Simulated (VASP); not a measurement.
Output of a VASP run:

**OSZICAR**
```
...
DAV:   2    -0.743535264198E+01    0.46513E-02   -0.75204E-03   476   0.631E-01    0.211E-01
DAV:   3    -0.743338688738E+01    0.19658E-02   -0.41986E-03   476   0.365E-01    0.874E-02
DAV:   4    -0.743333173261E+01    0.55155E-04   -0.20811E-04   464   0.987E-02    0.910E-02
DAV:   5    -0.743331901412E+01    0.12718E-04   -0.46561E-05   484   0.452E-02    0.939E-03
DAV:   6    -0.743331967052E+01   -0.65639E-06   -0.31393E-06   432   0.122E-02
  12 F= -.46752380E+01 E0= -.46752380E+01  d E =-.132213E-01
       N       E                     dE             d eps       ncg     rms          rms(c)
DAV:   1    -0.747106747170E+01   -0.37748E-01   -0.24163E-01   444   0.274E+00    0.424E-01
DAV:   2    -0.746517827444E+01    0.58892E-02   -0.10246E-02   452   0.692E-01    0.208E-01
DAV:   3    -0.746333201952E+01    0.18463E-02   -0.51438E-03   480   0.381E-01    0.144E-01
DAV:   4    -0.746330856881E+01    0.23451E-04   -0.11933E-04   492   0.854E-02    0.135E-01
DAV:   5    -0.746327475280E+01    0.33816E-04   -0.82319E-05   492   0.586E-02    0.134E-02
DAV:   6    -0.746327465433E+01    0.98469E-07   -0.70608E-06   448   0.183E-02
  13 F= -.46768851E+01 E0= -.46768851E+01  d E =-.164710E-02
       N       E                     dE             d eps       ncg     rms          rms(c)
DAV:   1    -0.746258692121E+01    0.68783E-03   -0.14206E-04   444   0.664E-02    0.110E-02
DAV:   2    -0.746258276527E+01    0.41559E-05   -0.66249E-06   456   0.172E-02    0.547E-03
DAV:   3    -0.746258174256E+01    0.10227E-05   -0.34619E-06   444   0.987E-03    0.371E-03
DAV:   4    -0.746258177480E+01   -0.32237E-07   -0.67202E-08   204   0.221E-03
  14 F= -.46768854E+01 E0= -.46768854E+01  d E =-.164738E-02
       N       E                     dE             d eps       ncg     rms          rms(c)
DAV:   1    -0.745989732067E+01    0.26844E-02   -0.54649E-02   436   0.143E+00    0.111E-01
DAV:   2    -0.746004355273E+01   -0.14623E-03   -0.23044E-03   488   0.339E-01    0.614E-02
DAV:   3    -0.746002705875E+01    0.16494E-04   -0.40705E-05   484   0.497E-02    0.392E-02
DAV:   4    -0.746001995213E+01    0.71066E-05   -0.17507E-05   452   0.234E-02    0.101E-02
DAV:   5    -0.746002011535E+01   -0.16321E-06   -0.12742E-06   296   0.759E-03
  15 F= -.46773220E+01 E0= -.46773220E+01  d E =-.436586E-03
       N       E                     dE             d eps       ncg     rms          rms(c)
DAV:   1    -0.745981021246E+01    0.20974E-03   -0.27441E-04   436   0.101E-01    0.965E-03
DAV:   2    -0.745981101629E+01   -0.80383E-06   -0.11336E-05   488   0.240E-02    0.248E-03
DAV:   3    -0.745981098148E+01    0.34816E-07   -0.20841E-07   236   0.372E-03
  16 F= -.46773241E+01 E0= -.46773241E+01  d E =-.438740E-03
       N       E                     dE             d eps       ncg     rms          rms(c)
DAV:   1    -0.746818614127E+01   -0.83751E-02   -0.33061E-02   408   0.102E+00    0.115E-01
DAV:   2    -0.746782809703E+01    0.35804E-03   -0.12439E-03   492   0.244E-01    0.589E-02
DAV:   3    -0.746766872330E+01    0.15937E-03   -0.38437E-04   448   0.109E-01    0.357E-02
DAV:   4    -0.746766581166E+01    0.29116E-05   -0.10889E-05   492   0.251E-02    0.327E-02
DAV:   5    -0.746766347550E+01    0.23362E-05   -0.68380E-06   472   0.174E-02    0.682E-03
DAV:   6    -0.746766342053E+01    0.54968E-07   -0.52142E-07   220   0.538E-03
  17 F= -.46775245E+01 E0= -.46775245E+01  d E =-.200422E-03
```

File OUTCAR:
```
------------------------ aborting loop because EDIFF is reached ----------------------------------------
  FORCE on cell =-STRESS in cart. coord.  units (eV):
  Direction    XX          YY          ZZ          XY          YZ          ZX
  --------------------------------------------------------------------------------------
  Total        2.7636681      2.7636654      2.8207483      0.0000000     -0.0000000     -0.0000000
  in kB       49.5256361     49.5255889     50.5485283      0.0000000     -0.0000000     -0.0000000
  external PRESSURE =      -0.1334155 kB  Pullay stress =      50.0000000 kB
  volume of cell :       89.41
      direct lattice vectors                 reciprocal lattice vectors
     2.004607739 -3.472080799  0.000000000     0.249425356 -0.144005865 -0.000000000
     2.004607739  3.472080799 -0.000000000     0.249425356  0.144005865  0.000000000
     0.000000000 -0.000000000  6.422693209    -0.000000000  0.000000000  0.155697924
 POSITION                                       TOTAL-FORCE (eV/Angst)
 -----------------------------------------------------------------------------------
      2.00461     -3.47208      0.00000        -0.000000      0.000000      0.000000
      2.00461      1.15736      1.66868         0.000000      0.000000     -0.000459
      2.00461     -1.15736      4.75402        -0.000000     -0.000000      0.000459
 -----------------------------------------------------------------------------------
    total drift:                                0.000000      0.000000      0.000000
  FREE ENERGIE OF THE ION-ELECTRON SYSTEM (eV)
  ---------------------------------------------------
  free  energy   TOTEN  =        -7.4676634205 eV

  energy  without entropy=       -7.4676634205  energy(sigma->0) =       -7.46766342
  enthalpy is  TOTEN    =        -4.6775245394 eV   P V=        2.7901388811

 reached required accuracy - stopping structural energy minimisation
```
(Selected blocks of OUTCAR.)

POSCAR:
```
MgI2
1
    2.1041397813    -3.6444765646     0.0000000000
    2.1041397813     3.6444765646     0.0000000000
    0.0000000000     0.0000000000     7.5570257843
Mg I
1 2
Direct
  0.0000000000   0.0000000000   0.0000000000
  0.3333330000   0.6666670000   0.2209605338
  0.6666670000   0.3333330000   0.7790394662
```

Task: Reconstruct the remaining input files.

Result: One answer among several that fit: the input of the run itself, PBE GGA, plane waves, VASP's PBE PAW potentials (set 64).

INCAR:
```
IBRION  =  2
EDIFFG  =  -0.02
ENCUT  =  500
PREC  =  Accurate
LCHARG  =  .False.
PSTRESS  =  50   # kbar
LREAL  =  .False.   # projection in real space or not
NSW  =  40
LASPH  =  .True.
NELM  =  100   # most electronic steps
GGA  =  PE
EDIFF  =  1E-6
SIGMA  =  0.05
LMAXMIX  =  4
ISIF  =  3   # ions, shape and volume
ISMEAR  =  0   # Gaussian
ALGO  =  Normal   # blocked Davidson
LWAVE  =  .False.
SYSTEM  =  MgI2
```

### KPOINTS
```
K-points
0
G
 6 6 3
0 0 0
```

POTCAR, in this order: Mg I (PBE.64 set). Program: vasp_std.

Energy and stress use the plane-wave basis of the starting cell. Without a dispersion term in the relaxation, distances and binding between the weakly bound layers, chains or molecules are unreliable, and so is what depends on them.

The compound is MgI2 in the 1T layered structure. This run relaxes it under an external pressure of 5 GPa. Symmetry was kept, so distortions that lower it aren't found.
